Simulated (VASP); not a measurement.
Data:

```
CELL_PARAMETERS angstrom
      2.92613     0.00000     0.00000
     -1.46307     2.53410     0.00000
      0.00000     0.00000     2.87329
ATOMIC_POSITIONS crystal
  N  0.00000 0.00000 0.00000
  Ta 0.33333 0.66667 0.50000
```

The numbers are results of PBEsol GGA, VASP's PBE PAW potentials (set 64) (plane waves; VASP), not measurements. Settings: 520 eV cut-off, Gaussian smearing of 0.050 eV, potentials N Ta_pv.

Task: Give the energies of bands 5 to 11 at the high-symmetry points, in eV from the Fermi level.

Result: 
```json
[
 {"band": "5", "Γ": "-4.58", "M": "-8.35", "K": "-7.63", "A": "-9.43", "L": "-7.38", "H": "-8.32"},
 {"band": "6", "Γ": "-4.58", "M": "-5.23", "K": "-5.75", "A": "-3.75", "L": "-6.22", "H": "-6.58"},
 {"band": "7", "Γ": "-4.26", "M": "-3.52", "K": "-5.20", "A": "-3.75", "L": "-5.73", "H": "-3.87"},
 {"band": "8", "Γ": "-2.90", "M": "-3.16", "K": "0.17", "A": "-0.08", "L": "-0.30", "H": "-0.33"},
 {"band": "9", "Γ": "2.33", "M": "3.05", "K": "1.06", "A": "-0.08", "L": "4.26", "H": "4.59"},
 {"band": "10", "Γ": "3.67", "M": "4.14", "K": "1.63", "A": "2.49", "L": "5.48", "H": "5.17"},
 {"band": "11", "Γ": "3.67", "M": "5.30", "K": "2.55", "A": "3.37", "L": "6.19", "H": "6.86"}
]
```

It has no gap at this level: it comes out as a metal or semimetal.

The structure comes from a measured TaN entry (P-6m2) of the Crystallography Open Database, whose conditions weren't checked. It was relaxed first.
